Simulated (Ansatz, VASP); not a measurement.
# RbZnCl3 in VASP and in Ansatz

Contents of INCAR:

```
SYSTEM = RbZnCl3
PREC = Accurate
ENCUT = 520
EDIFF = 1E-6
ISMEAR = -1
SIGMA = 0.02
LREAL = .False.
LASPH = .True.
NELM = 60
ALGO = Normal
ISIF = 2
LWAVE = .False.
LCHARG = .True.
GGA = PE
LELF = .True.
LVHAR = .True.
NBANDS = 29
```

File KPOINTS:

```
Automatic mesh
0
Gamma
  6 6 6
  0 0 0
```

POSCAR

```
RbZnCl3
1.0
    4.8393064364      0.0000000000      0.0000000000
    0.0000000000      4.8393064364      0.0000000000
    0.0000000000      0.0000000000      5.0343336492
Rb Zn Cl
1 1 3
Direct
    0.0000000000      0.0000000000      0.0000000000
    0.5000000000      0.5000000000      0.5000000000
    0.5000000000      0.5000000000      0.0000000000
    0.5000000000      0.0000000000      0.5000000000
    0.0000000000      0.5000000000      0.5000000000
```

Input for Ansatz:

```yaml
crystal:
  lattice:
    - [4.8393064364, 0.0, 0.0]
    - [0.0, 4.8393064364, 0.0]
    - [0.0, 0.0, 5.0343336492]
  atoms:
    - { symbol: Rb, position: [0.0, 0.0, 0.0] }
    - { symbol: Zn, position: [0.5, 0.5, 0.5] }
    - { symbol: Cl, position: [0.5, 0.5, 0.0] }
    - { symbol: Cl, position: [0.5, 0.0, 0.5] }
    - { symbol: Cl, position: [0.0, 0.5, 0.5] }
kpoints:
  mp_grid: { grid: [6, 6, 6] }
  band_path:
    path: [[0.0, 0.0, 0.0], [0.0, 0.5, 0.0], [0.5, 0.5, 0.0], [0.5, 0.5, 0.5]]
    npoints: 1
hamiltonian:
  xc: pbe
scf:
  occupations: { method: fermi_dirac, width: 0.02 }
  n_extra_bands: 5
output:
  forces: true
  stress: true
  eigenvalues: true
```

Change from the starting cell: epitaxial_xy strain -2.0%.

Alike in both runs: task single point; functional PBE; k mesh 6 × 6 × 6; occupations fermi-dirac, width 0.02 eV; no spin polarisation.

|  | VASP | Ansatz |
| --- | --- | --- |
| version | VASP 6.6.1 | Ansatz 0.2.0 |
| potentials or method | VASP PAW PBE potentials, release 64 (Rb_sv, Zn, Cl) | plane waves, PAW |
| plane-wave cutoff (eV) | 520 | 420 |
| valence electrons in the cell | 42 | 42 |

VASP gave:

* gap on the k mesh at the Fermi level (eV): 1.57
* pressure (GPa): 2.7
* largest component of the traceless stress (GPa): 1.08

Task: Estimate Ansatz's values.

Result: gap on the k mesh at the Fermi level (eV): 1.58; pressure (GPa): 2.7; largest component of the traceless stress (GPa): 1.06.

The functional is the same, so the differences come from potentials, cutoffs and numerics.

A k mesh can miss the band edges.
